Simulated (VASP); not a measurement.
# Ni (Fm-3m) in VASP: notebook, part 2 of 2

VASP 6.6.1. The steps go on from the part before.

## (3) Relaxation of cell and atoms, PBE+U, collinear spin, ferromagnetic start

This run uses another cell than the first one, of 10.68 Å³/atom, 0.976 times its volume.

Contents of INCAR:

```
SYSTEM = Ni
PREC = Accurate
ENCUT = 520
EDIFF = 1E-7
ISMEAR = 0
SIGMA = 0.1
LREAL = .FALSE.
LASPH = .TRUE.
NELM = 120
ALGO = Normal
ISIF = 3
LWAVE = .FALSE.
LCHARG = .FALSE.
ISPIN = 2
MAGMOM = 0.8
LORBIT = 11
LMAXMIX = 4
LDAU = .TRUE.
LDAUTYPE = 2
LDAUL = 2
LDAUU = 2
LDAUJ = 0
LDAUPRINT = 1
GGA = PE
IBRION = 2
NSW = 80
EDIFFG = -0.002
```

Contents of KPOINTS:

```
Automatic mesh
0
G
  20 20 20
  0 0 0
```

Contents of POSCAR:

```
Ni                                      
1.0
   -0.0000000000      1.7478457024      1.7478457024
    1.7478457024      0.0000000000      1.7478457024
    1.7478457024      1.7478457024      0.0000000000
  Ni            
     1
Direct
     0.0000000000000000    0.0000000000000000    0.0000000000000000
```

Potentials or basis: VASP PAW PBE potentials, release 64 (Ni).

Run with:

```console
> cat potpaw_PBE.64/Ni/POTCAR > POTCAR
> mpirun -np 1 vasp_std > vasp.out
```

OUTCAR:

```text
SYSTEM = Ni
   PREC = Accurate
   ENCUT = 520
   EDIFF = 1E-7
   ISMEAR = 0
   LREAL = .FALSE.
   LASPH = .TRUE.
   NELM = 120
   ISIF = 3
   ISPIN = 2
   LORBIT = 11
   GGA = PE
   IBRION = 2
   NSW = 80
   EDIFFG = -0.002

 ion  position               nearest neighbor table
   1  0.000  0.000  0.000-

  LATTYP: Found a face centered cubic cell.
 ALAT       =     3.4956914048

  Lattice vectors:

 A1 = (   0.0000000000,   1.7478457024,   1.7478457024)
 A2 = (   1.7478457024,   0.0000000000,   1.7478457024)
 A3 = (   1.7478457024,   1.7478457024,   0.0000000000)

Analysis of symmetry for initial positions (statically):
=====================================================================
 Subroutine PRICEL returns:
 Original cell was already a primitive cell.

 Routine SETGRP: Setting up the symmetry group for a
 face centered cubic supercell.

 Subroutine GETGRP returns: Found 48 space group operations
 (whereof 48 operations were pure point group operations)
 out of a pool of 48 trial point group operations.

The static configuration has the point symmetry O_h .

Analysis of symmetry for dynamics (positions and initial velocities):
[... 229 lines left out ...]
      9      37.5675      0.00000
[... 557 lines left out ...]
 k-point    24 :      -0.3500    0.0500    0.0000
  band No.  band energies     occupation
      1       4.4909      1.00000
      2       7.4578      1.00000
      3       7.5218      1.00000
      4       7.7240      1.00000
      5       9.1755      0.99946
      6       9.4954      0.10478
      7      19.1111      0.00000
      8      31.3515      0.00000
      9      33.9169      0.00000

 [... further k-points ...]

------------------------ aborting loop because EDIFF is reached ----------------------------------------

  FORCE on cell =-STRESS in cart. coord.  units (eV):
  Direction    XX          YY          ZZ          XY          YZ          ZX
  --------------------------------------------------------------------------------------
  -------------------------------------------------------------------------------------
  Total        0.0018723      0.0018723      0.0018723      0.0000000      0.0000000      0.0000000
  in kB        0.2809018      0.2809018      0.2809018      0.0000000      0.0000000      0.0000000
  external PRESSURE =       0.2809018 kB  Pullay stress =       0.0000000 kB

 VOLUME and BASIS-vectors are now :
 -----------------------------------------------------------------------------
  energy-cutoff  :      520.00
  volume of cell :       10.68
      direct lattice vectors                 reciprocal lattice vectors
     0.000000000  1.747845702  1.747845702    -0.286066441  0.286066441  0.286066441
     1.747845702  0.000000000  1.747845702     0.286066441 -0.286066441  0.286066441
     1.747845702  1.747845702  0.000000000     0.286066441  0.286066441 -0.286066441

 POSITION                                       TOTAL-FORCE (eV/Angst)
 -----------------------------------------------------------------------------------
      0.00000      0.00000      0.00000         0.000000      0.000000      0.000000
 -----------------------------------------------------------------------------------
    total drift:                                0.000000     -0.000000     -0.000000

  FREE ENERGIE OF THE ION-ELECTRON SYSTEM (eV)
  ---------------------------------------------------
  free  energy   TOTEN  =        -4.1937804146 eV

  energy  without entropy=       -4.1862984200  energy(sigma->0) =       -4.19003942

 reached required accuracy - stopping structural energy minimisation

 total charge

# of ion       s       p       d       tot
------------------------------------------
    1        0.498   0.488   8.401   9.387

 magnetization (x)

# of ion       s       p       d       tot
------------------------------------------
    1       -0.011  -0.036   0.735   0.688
```

Wall time 22 s (1 thread of Intel Xeon 6975P-C (Granite Rapids), shared host); peak memory 0.16 GiB.

Results:

```
Free energy                                           : -4.1938 eV
Pressure after relaxing                               : 0.0 GPa
Band gap on the k mesh                                : none (metal or under the smearing width)
Net moment                                            : 0.67 μB per cell
Site moments                                          : Ni +0.69 μB
Valence electrons inside the program's atomic spheres : Ni 9.39
```

Final structure:
```
Ni
1.0
     0.00000    1.74785    1.74785
     1.74785    0.00000    1.74785
     1.74785    1.74785    0.00000
Ni
1
Cartesian
  0.0000 0.0000 0.0000
```

Levels at points of the mesh, in eV from the Fermi level:
Spin up:
```tsv
k point	band 2	band 3	band 4	band 5	band 6	band 7	band 8	band 9
(0.00, 0.00, 0.00)	-2.93	-2.93	-2.93	-1.65	-1.65	24.16	28.16	28.16
(0.50, 0.00, 0.00)	-2.87	-2.87	-1.01	-1.01	-0.06	5.73	22.62	25.27
(0.50, 0.50, 0.00)	-4.74	-0.91	-0.91	-0.91	2.73	9.30	15.27	15.27
```
Spin down:
```csv
k point,band 3,band 4,band 5,band 6,band 7,band 8
"(0.00, 0.00, 0.00)",-1.64,-1.64,-1.00,-1.00,23.91,28.09
"(0.50, 0.00, 0.00)",-2.03,-0.16,0.14,0.14,6.40,22.42
"(0.50, 0.50, 0.00)",-0.24,0.52,0.52,2.65,9.56,15.25
```

Eigenvalues of the final occupation matrices:
```csv
site,spin,trace,eigenvalues
site 1 d,1,4.58,0.91 0.91 0.91 0.92 0.92
site 1 d,2,3.85,0.70 0.70 0.70 0.87 0.87
```

Caveat: the relaxation stopped at its first step, so nothing moved; the U is typed as a test and isn't derived for this compound. The state reached can hang on the start; a lower one may exist.

## (4) Band structure, PBE+U, collinear spin, ferromagnetic start

This run uses another cell than the first one, of 10.68 Å³/atom, 0.976 times its volume.

Contents of INCAR:

```
PREC = Accurate ; ENCUT = 520
EDIFF = 1E-7 ; ISMEAR = 0
SIGMA = 0.1 ; LREAL = False
LASPH = True ; NELM = 120
ALGO = Normal ; ISIF = 2
LWAVE = False ; LCHARG = False
ISPIN = 2 ; MAGMOM = 0.8
LORBIT = 11 ; LMAXMIX = 4
LDAU = True ; LDAUTYPE = 2
LDAUL = 2 ; LDAUU = 2
LDAUJ = 0 ; LDAUPRINT = 1
GGA = PE ; NBANDS = 15
```

Contents of KPOINTS:

```
Automatic mesh
0
Gamma
  20 20 20
```

Changes to POSCAR since step 3:

```diff
@@ -2,3 +2,3 @@
 1.0
-   -0.0000000000      1.7478457024      1.7478457024
+    0.0000000000      1.7478457024      1.7478457024
     1.7478457024      0.0000000000      1.7478457024
```

Contents of KPOINTS_OPT:

```
path GXWKGLUWLK,UX
20
line-mode
reciprocal
 0.0000000000  0.0000000000  0.0000000000  G
 0.5000000000  0.0000000000  0.5000000000  X

 0.5000000000  0.0000000000  0.5000000000  X
 0.5000000000  0.2500000000  0.7500000000  W

 0.5000000000  0.2500000000  0.7500000000  W
 0.3750000000  0.3750000000  0.7500000000  K

 0.3750000000  0.3750000000  0.7500000000  K
 0.0000000000  0.0000000000  0.0000000000  G

 0.0000000000  0.0000000000  0.0000000000  G
 0.5000000000  0.5000000000  0.5000000000  L

 0.5000000000  0.5000000000  0.5000000000  L
 0.6250000000  0.2500000000  0.6250000000  U

 0.6250000000  0.2500000000  0.6250000000  U
 0.5000000000  0.2500000000  0.7500000000  W

 0.5000000000  0.2500000000  0.7500000000  W
 0.5000000000  0.5000000000  0.5000000000  L

 0.5000000000  0.5000000000  0.5000000000  L
 0.3750000000  0.3750000000  0.7500000000  K

 0.6250000000  0.2500000000  0.6250000000  U
 0.5000000000  0.0000000000  0.5000000000  X
```

Run with:

```console
> cat potpaw_PBE.64/Ni/POTCAR > POTCAR
> mpirun -np 1 vasp_std > vasp.out
```

Wall time 51 s (1 thread of Intel Xeon 6975P-C (Granite Rapids), shared host); peak memory 0.21 GiB.

Results (log left out):

```
Free energy                                           : -4.1938 eV
Pressure                                              : 0.0 GPa
Band gap along the path                               : none (metal or under the smearing width)
Net moment                                            : 0.67 μB per cell
Site moments                                          : Ni +0.69 μB
Valence electrons inside the program's atomic spheres : Ni 9.39
```

Levels at the corners of the path, in eV from the Fermi level:
Spin up:
```
point  band 3  band 4  band 5  band 6  band 7  band 8
    Γ   -2.93   -2.93   -1.65   -1.65   24.16   28.16
    X   -0.91   -0.91   -0.91    2.73    9.30   15.27
    X   -0.91   -0.91   -0.91    2.73    9.30   15.27
    W   -3.51   -1.70   -0.90    7.91    7.91   10.00
    W   -3.51   -1.70   -0.90    7.91    7.91   10.00
    K   -2.49   -1.47   -1.17    5.89    7.44   10.14
    K   -2.49   -1.47   -1.17    5.89    7.44   10.14
    Γ   -2.93   -2.93   -1.65   -1.65   24.16   28.16
    Γ   -2.93   -2.93   -1.65   -1.65   24.16   28.16
    L   -2.87   -1.01   -1.01   -0.06    5.74   22.62
    L   -2.87   -1.01   -1.01   -0.06    5.74   22.62
    U   -2.49   -1.47   -1.17    5.89    7.44   10.14
    U   -2.49   -1.47   -1.17    5.89    7.44   10.14
    W   -3.51   -1.70   -0.90    7.91    7.91   10.00
    W   -3.51   -1.70   -0.90    7.91    7.91   10.00
    L   -2.87   -1.01   -1.01   -0.06    5.74   22.62
    L   -2.87   -1.01   -1.01   -0.06    5.74   22.62
    K   -2.49   -1.47   -1.17    5.89    7.44   10.14
    U   -2.49   -1.47   -1.17    5.89    7.44   10.14
    X   -0.91   -0.91   -0.91    2.73    9.30   15.27
```
Spin down:
```csv
point,band 1,band 2,band 3,band 4,band 5,band 6,band 7,band 8,band 9
Γ,-8.95,-1.64,-1.64,-1.64,-1.00,-1.00,23.91,28.09,28.09
X,-4.69,-3.63,-0.24,0.52,0.52,2.65,9.56,15.25,15.25
X,-4.69,-3.63,-0.24,0.52,0.52,2.65,9.56,15.25,15.25
W,-3.74,-2.44,-2.44,-1.07,0.52,8.21,8.21,10.17,11.65
W,-3.74,-2.44,-2.44,-1.07,0.52,8.21,8.21,10.17,11.65
K,-3.90,-3.19,-1.42,-0.83,0.24,6.20,7.69,10.36,17.56
K,-3.90,-3.19,-1.42,-0.83,0.24,6.20,7.69,10.36,17.56
Γ,-8.95,-1.64,-1.64,-1.64,-1.00,-1.00,23.91,28.09,28.09
Γ,-8.95,-1.64,-1.64,-1.64,-1.00,-1.00,23.91,28.09,28.09
L,-4.42,-2.03,-2.03,-0.16,0.14,0.14,6.40,22.42,25.34
L,-4.42,-2.03,-2.03,-0.16,0.14,0.14,6.40,22.42,25.34
U,-3.90,-3.19,-1.42,-0.83,0.24,6.20,7.69,10.36,17.56
U,-3.90,-3.19,-1.42,-0.83,0.24,6.20,7.69,10.36,17.56
W,-3.74,-2.44,-2.44,-1.07,0.52,8.21,8.21,10.17,11.65
W,-3.74,-2.44,-2.44,-1.07,0.52,8.21,8.21,10.17,11.65
L,-4.42,-2.03,-2.03,-0.16,0.14,0.14,6.40,22.42,25.34
L,-4.42,-2.03,-2.03,-0.16,0.14,0.14,6.40,22.42,25.34
K,-3.90,-3.19,-1.42,-0.83,0.24,6.20,7.69,10.36,17.56
U,-3.90,-3.19,-1.42,-0.83,0.24,6.20,7.69,10.36,17.56
X,-4.69,-3.63,-0.24,0.52,0.52,2.65,9.56,15.25,15.25
```

Eigenvalues of the final occupation matrices:
| site | spin | trace | eigenvalues |
| --- | --- | --- | --- |
| site 1 d | 1 | 4.58 | 0.91 0.91 0.91 0.92 0.92 |
| site 1 d | 2 | 3.85 | 0.70 0.70 0.70 0.87 0.87 |

Caveat: the U is typed as a test and isn't derived for this compound. The state reached can hang on the start; a lower one may exist.
